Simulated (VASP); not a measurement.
Given:

```
AuZn
1.0
    3.02231     0.00000     0.00000
    0.00000     3.02231     0.00000
    0.00000     0.00000     3.02231
Zn Au
1 1
Direct
  0.50000   0.50000   0.50000
  0.00000   0.00000   0.00000
```

Calculation: PBEsol GGA, VASP's PBE PAW potentials (set 64) (plane waves; VASP). Numerical set-up: 500 eV cut-off, 12×12×12 Γ-centred mesh, first-order Methfessel-Paxton smearing of 0.10 eV, potentials Zn Au.

Energy and stress use the plane-wave basis of the starting cell.

Task: The ions, cell shape and volume at an external pressure of 30.0 GPa are relaxed. Give the cell that the relaxation ends in.

Result: 
```
AuZn
1.0
    2.98479     0.00000     0.00000
    0.00000     2.98479     0.00000
    0.00000     0.00000     2.98479
Zn Au
1 1
Direct
  0.50000   0.50000   0.50000
  0.00000   0.00000   0.00000
```
Space group Pm-3m (221), at a tolerance of 0.03 Å.

Task: How do energy and volume change from the first to the last step?

Result: The energy (σ→0) changes by +78.4 meV/atom and the volume by -3.7 %, in 4 ionic steps.

The compound is AuZn in the CsCl type structure. This run relaxes it under an external pressure of 30 GPa. Symmetry was kept, so distortions that lower it aren't found. The electron count is odd and the run is not spin-polarised, which forces a metal.
